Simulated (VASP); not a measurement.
A run of VASP 6.6.1 is set up as follows.

The input INCAR:

```
SYSTEM = ZrSeBr2
  ALGO = Normal
  EDIFF = 1E-7
  ENCUT = 520
  GGA = PE
  ISIF = 2
  ISMEAR = 0
  LASPH = .True.
  LCHARG = .True.
  LELF = .True.
  LREAL = .False.
  LVHAR = .True.
  LWAVE = .False.
  NBANDS = 24
  NELM = 100
  PREC = Accurate
  SIGMA = 0.1
```

KPOINTS

```
k-points
0
Gamma
  6 6 2
  0 0 0
```

POSCAR

```
ZrSeBr2
1.0
    3.4610298795      0.0000000023      0.0000000000
   -1.7305149417      2.9973397978      0.0000000000
    0.0000000000      0.0000000000     13.6703845112
Zr Se Br
1 1 2
Direct
    0.0000000000      0.0000000000      0.5000000000
    0.0000000000      0.0000000000      0.0000000000
    0.0000000000      0.0000000000      0.6805776863
    0.0000000000      0.0000000000      0.3194223137
```

Potentials or basis: VASP PAW PBE potentials, release 64 (Zr_sv, Se, Br).

Run with:

```sh
$ cat potpaw_PBE.64/Zr_sv/POTCAR potpaw_PBE.64/Se/POTCAR potpaw_PBE.64/Br/POTCAR > POTCAR
$ mpirun -np 1 vasp_std > vasp.out
```

Question: What does it give for the band gap on the k mesh?

Answer: None (metal or under the smearing width).

Question: What does it give for the largest force?

Answer: 0.031 eV/Å.

Question: Estimate the pressure.

Answer: 0.1 GPa.

Forces on the atoms (eV/Å):
```
Zr   0.000  0.000  0.000
Se   0.000  0.000  0.000
Br   0.000  0.000  0.031
Br   0.000  0.000 -0.031
```

Caveat: this functional lacks dispersion, which binds the layers, so the pressure and a relaxed spacing across them are unreliable.
